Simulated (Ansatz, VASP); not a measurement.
Al2GaP3 in VASP and in Ansatz

```
CELL_PARAMETERS angstrom
4.01991 0.00000 0.00000
-2.00996 3.48134 0.00000
0.00000 0.00000 7.51282
ATOMIC_POSITIONS crystal
Al 0.66667 0.33333 0.24807
Al 0.66667 0.33333 0.75193
Ga 0.00000 0.00000 0.00000
P 0.00000 0.00000 0.50000
P 0.33333 0.66667 0.00000
P 0.33333 0.66667 0.50000
```

Change from the starting cell: species swapped into the Ce2CuGe3 type (P-6m2, No. 187).

Alike in both runs: task relaxation of cell and atoms; functional PBE; k mesh 6 × 6 × 2; occupations gaussian, width 0.1 eV; no spin polarisation.

|  | VASP | Ansatz |
| --- | --- | --- |
| version | VASP 6.6.1 | Ansatz 0.2.0 |
| potentials or method | VASP PAW PBE potentials, release 64 (Al, Ga_d, P) | scalar-relativistic, plane waves, PAW |
| plane-wave cutoff (eV) | 600 | 420 |
| valence electrons in the cell | 34 | 34 |

|  | VASP | Ansatz | Ansatz less VASP |
| --- | --- | --- | --- |
| gap on the k mesh at the Fermi level, each at its own relaxed structure (eV) | none | none | - |
| relaxed volume (Å³/atom) | 17.74 | 17.74 | +0.003 |
| relaxed cell length with the largest relative difference (Å) | 7.350 | 7.368 | +0.0186 |
| energy change over the relaxation (meV/atom) | -77 | -77 | 0.0 |

A gap of «none» marks a metal or a gap that the smearing closes.

Caveats: the k mesh is coarse (spacing up to 0.42 Å⁻¹), so the values aren't converged.
